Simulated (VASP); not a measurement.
Energy against volume of Rb (bcc). Level of theory: optB86b-vdW, VASP's PBE PAW potentials (set 64) (plane waves; VASP). Run with 520 eV cut-off, 9×9×9 Γ-centred mesh, first-order Methfessel-Paxton smearing of 0.10 eV, potentials Rb_sv.

```
V (Å³/atom)  E (eV/atom)
-----------  -----------
82.517           1.19210
85.069           1.19152
87.621           1.19240
90.173           1.19453
```

### Question
Fit these four points and predict the energy of the run at 79.965 Å³/atom.

### Answer
A cubic in V^(−2/3), the third-order Birch-Murnaghan form, passes through the four points with V0 = 84.74 Å³/atom and B0 = 3 GPa, and gives 1.1944 eV/atom there. The run gave 1.1944 eV/atom, -0.0 meV/atom from the fit; all five points give B0 = 3 GPa.

The compound is Rb in the bcc structure. It was relaxed first, which changed the volume by -6 %.
